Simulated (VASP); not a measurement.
Given:

```
HfO2
1.0
    0.00000     2.48453     2.48453
    2.48453     0.00000     2.48453
    2.48453     2.48453     0.00000
Hf O
1 2
Direct
  0.00000   0.00000   0.00000
  0.25000   0.25000   0.25000
  0.75000   0.75000   0.75000
```

Method: PW91 GGA, VASP's PBE PAW potentials (set 64) (plane waves; VASP 6.6.1). Numerical set-up: 520 eV cut-off, 8×8×8 Γ-centred mesh, Gaussian smearing of 0.050 eV, potentials Hf_pv O.

Problem. Give the stress tensor in GPa (positive for a compressed cell).

Solution. 
```
17.95   0.00   0.00
 0.00  17.95   0.00
 0.00   0.00  17.95
```
The pressure is its mean diagonal, 17.95 GPa.

The compound is HfO2 in the fluorite structure, the high-temperature cubic form, which is unstable at 0 K; the monoclinic form is the stable one. This cell is one point of a volume scan, at 0.94 of the reference volume.
